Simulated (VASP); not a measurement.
Method: PBEsol GGA, VASP's PBE PAW potentials (set 64) (plane waves; VASP).

The input files of a VASP run:

### INCAR
```
ALGO = Normal
EDIFF = 1E-6
EDIFFG = -0.02
ENCUT = 620
GGA = PS
IBRION = 2
ISIF = 3
ISMEAR = 0
LASPH = .True.
LCHARG = .False.
LMAXMIX = 4
LREAL = .False.
LWAVE = .False.
NELM = 100
NSW = 40
PREC = Accurate
PSTRESS = 50
SIGMA = 0.05
SYSTEM = SnO2
```

**POSCAR**
```
SnO2
1
    4.7243022141     0.0000000000     0.0000000000
    0.0000000000     4.7243022141     0.0000000000
    0.0000000000     0.0000000000     3.1991497886
Sn O
2 4
Direct
  0.0000000000   1.0000000000   0.0000000000
  0.5000000000   0.5000000000   0.5000000000
  0.3057184221   0.3057184221   0.0000000000
  0.8057184221   0.1942815779   0.5000000000
  0.1942815779   0.8057184221   0.5000000000
  0.6942815779   0.6942815779   0.0000000000
```

KPOINTS:
```
Regular mesh
0
Gamma
  5 5 7
0 0 0
```

POTCAR, in this order: Sn_d O (PBE.64 set). Program: vasp_std.

Output of the run:

OUTCAR:
```
 ion  position               nearest neighbor table
   1  0.000  0.000  0.000-   3 2.04   6 2.04   5 2.06   4 2.06   4 2.06   5 2.06   2 3.70   2 3.70
                             2 3.70   2 3.70   2 3.70   2 3.70   2 3.70   2 3.70
   2  0.500  0.500  0.500-   4 2.04   5 2.04   3 2.06   6 2.06   3 2.06   6 2.06   1 3.70   1 3.70
                             1 3.70   1 3.70   1 3.70   1 3.70   1 3.70   1 3.70
   3  0.306  0.306  0.000-   1 2.04   2 2.06   2 2.06
   4  0.806  0.194  0.500-   2 2.04   1 2.06   1 2.06
   5  0.194  0.806  0.500-   2 2.04   1 2.06   1 2.06
   6  0.694  0.694  0.000-   1 2.04   2 2.06   2 2.06
  LATTYP: Found a simple tetragonal cell.
 ALAT       =     4.7243022141
 C/A-ratio  =     0.6771687423
 Subroutine PRICEL returns:
 Original cell was already a primitive cell.
 Subroutine GETGRP returns: Found 16 space group operations
The static configuration has the point symmetry D_2h.
 The point group associated with its full space group is D_4h.
The dynamic configuration has the point symmetry D_2h.
 Subroutine INISYM returns: Found 16 space group operations
 Subroutine IBZKPT returns following result:
 Found     24 irreducible k-points:

 Following reciprocal coordinates:
            Coordinates               Weight
  0.000000  0.000000  0.000000      1.000000
  0.200000  0.000000  0.000000      4.000000
  0.400000  0.000000  0.000000      4.000000
  0.200000  0.200000  0.000000      4.000000
  0.400000  0.200000  0.000000      8.000000
  0.400000  0.400000  0.000000      4.000000
  0.000000  0.000000  0.142857      2.000000
  0.200000  0.000000  0.142857      8.000000
  0.400000  0.000000  0.142857      8.000000
  0.200000  0.200000  0.142857      8.000000
  0.400000  0.200000  0.142857     16.000000
  0.400000  0.400000  0.142857      8.000000
  0.000000  0.000000  0.285714      2.000000
  0.200000  0.000000  0.285714      8.000000
  0.400000  0.000000  0.285714      8.000000
  0.200000  0.200000  0.285714      8.000000
  0.400000  0.200000  0.285714     16.000000
  0.400000  0.400000  0.285714      8.000000
  0.000000  0.000000  0.428571      2.000000
  0.200000  0.000000  0.428571      8.000000
  0.400000  0.000000  0.428571      8.000000
  0.200000  0.200000  0.428571      8.000000
  0.400000  0.200000  0.428571     16.000000
  0.400000  0.400000  0.428571      8.000000
   k-points           NKPTS =     24   k-points in BZ     NKDIM =     24   number of bands    NBANDS=     31
   number of dos      NEDOS =    301   number of ions     NIONS =      6
   total plane-waves  NPLWV =  44800
   dimension x,y,z NGX =    40 NGY =   40 NGZ =   28
   dimension x,y,z NGXF=    80 NGYF=   80 NGZF=   56
   ions per type =               2   4
   PREC   = accura    normal or accurate (medium, high low for compatibility)
   ISTART =      0    job   : 0-new  1-cont  2-samecut
   ICHARG =      2    charge: 1-file 2-atom 10-const
   ISPIN  =      1    spin polarized calculation?
   LNONCOLLINEAR =      F non collinear calculations
   LSORBIT =      F    spin-orbit coupling
   INIWAV =      1    electr: 0-lowe 1-rand  2-diag
   ENCUT  =  620.0 eV  45.57 Ry    6.75 a.u.   9.59  9.59  6.50*2*pi/ulx,y,z
   NELM   =    100;   NELMIN=  2; NELMDL= -5     # of ELM steps
   EDIFF  = 0.1E-05   stopping-criterion for ELM
   LREAL  =      F    real-space projection
   NLSPLINE    = F    spline interpolate recip. space projectors
   LMAXMIX     =    4 max onsite mixed and CHGCAR
   VOSKOWN=      0    Vosko Wilk Nusair interpolation
   EDIFFG = -.2E-01   stopping-criterion for IOM
   NSW    =     40    number of steps for IOM
   NBLOCK =      1;   KBLOCK =     40    inner block; outer block
   IBRION =      2    ionic relax: 0-MD 1-quasi-New 2-CG
   NFREE  =      1    steps in history (QN), initial steepest desc. (CG)
   ISIF   =      3    stress and relaxation
   ISYM   =      2    0-nonsym 1-usesym 2-fastsym
...
```

### OSZICAR
```
       N       E                     dE             d eps       ncg     rms          rms(c)
DAV:   1     0.701822133648E+03    0.70182E+03   -0.29126E+04  1582   0.293E+03
DAV:   2     0.692276027299E+02   -0.63259E+03   -0.61120E+03  1633   0.732E+02
DAV:   3    -0.389247584444E+02   -0.10815E+03   -0.10552E+03  1649   0.242E+02
DAV:   4    -0.449858196149E+02   -0.60611E+01   -0.60192E+01  1813   0.615E+01
DAV:   5    -0.451605651848E+02   -0.17475E+00   -0.17465E+00  1823   0.111E+01    0.150E+01
DAV:   6    -0.396458916397E+02    0.55147E+01   -0.21400E+01  2426   0.691E+01    0.586E+00
DAV:   7    -0.397040131241E+02   -0.58121E-01   -0.18121E+00  1621   0.809E+00    0.325E+00
DAV:   8    -0.396622339682E+02    0.41779E-01   -0.25473E-01  2139   0.498E+00    0.693E-01
DAV:   9    -0.396492311369E+02    0.13003E-01   -0.70691E-02  2334   0.392E+00    0.145E-01
DAV:  10    -0.396495852995E+02   -0.35416E-03   -0.45859E-03  2139   0.622E-01    0.408E-02
DAV:  11    -0.396496366522E+02   -0.51353E-04   -0.18597E-04  2236   0.135E-01    0.166E-02
DAV:  12    -0.396496382873E+02   -0.16351E-05   -0.10804E-05  2042   0.379E-02    0.104E-02
DAV:  13    -0.396496359831E+02    0.23041E-05   -0.10034E-05  1841   0.451E-02    0.248E-03
DAV:  14    -0.396496360449E+02   -0.61724E-07   -0.98523E-07  1125   0.112E-02
   1 F= -.37421358E+02 E0= -.37421358E+02  d E =-.374214E+02
```

**OUTCAR**
```
------------------------ aborting loop because EDIFF is reached ----------------------------------------
  FORCE on cell =-STRESS in cart. coord.  units (eV):
  Direction    XX          YY          ZZ          XY          YZ          ZX
  --------------------------------------------------------------------------------------
  Total        2.2012165      2.2012165      2.3038699      0.0000000      0.0000000      0.0000000
  in kB       49.3927737     49.3927737     51.6961987      0.0000000      0.0000000      0.0000000
  external PRESSURE =       0.1605820 kB  Pullay stress =      50.0000000 kB
  volume of cell :       71.40
      direct lattice vectors                 reciprocal lattice vectors
     4.724302214  0.000000000  0.000000000     0.211671471  0.000000000  0.000000000
     0.000000000  4.724302214  0.000000000     0.000000000  0.211671471  0.000000000
     0.000000000  0.000000000  3.199149789     0.000000000  0.000000000  0.312583051
 POSITION                                       TOTAL-FORCE (eV/Angst)
 -----------------------------------------------------------------------------------
      0.00000      0.00000      0.00000         0.000000     -0.000000      0.000000
      2.36215      2.36215      1.59957         0.000000     -0.000000      0.000000
      1.44431      1.44431      0.00000         0.011803      0.011803     -0.000000
      3.80646      0.91784      1.59957         0.011803     -0.011803      0.000000
      0.91784      3.80646      1.59957        -0.011803      0.011803      0.000000
      3.28000      3.28000      0.00000        -0.011803     -0.011803      0.000000
 -----------------------------------------------------------------------------------
    total drift:                                0.000000     -0.000000     -0.000000
  FREE ENERGIE OF THE ION-ELECTRON SYSTEM (eV)
  ---------------------------------------------------
  free  energy   TOTEN  =       -39.6496360449 eV

  energy  without entropy=      -39.6496360449  energy(sigma->0) =      -39.64963604
  enthalpy is  TOTEN    =       -37.4213582107 eV   P V=        2.2282778342

 reached required accuracy - stopping structural energy minimisation
```
(Selected blocks of OUTCAR.)

The compound is SnO2 in the rutile structure. It was relaxed first under an external pressure of 5 GPa.
